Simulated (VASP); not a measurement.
```
CELL_PARAMETERS angstrom
     -1.82098     1.82098     1.82098
      1.82098    -1.82098     1.82098
      1.82098     1.82098    -1.82098
ATOMIC_POSITIONS crystal
  Br 0.00000 0.00000 0.00000
```

These are PBEsol GGA, VASP's PBE PAW potentials (set 64) (plane waves; VASP 6.6.1) values and carry that method's errors. Run with 400 eV cut-off, Gaussian smearing of 0.050 eV, potentials Br.

### Question
Give the energies of bands 2 to 4 at the high-symmetry points, in eV from the Fermi level.

### Answer

```csv
band,Γ,H,N,P
2,0.91,-2.98,-5.26,-3.05
3,0.91,-2.98,-0.88,-3.05
4,0.91,-2.98,0.56,-3.05
```

It has no gap at this level: it comes out as a metal or semimetal.

The structure was generated: Br was put into the bcc type (Im-3m), which need not be its known phase. It was relaxed first, which changed the volume by -9 %.
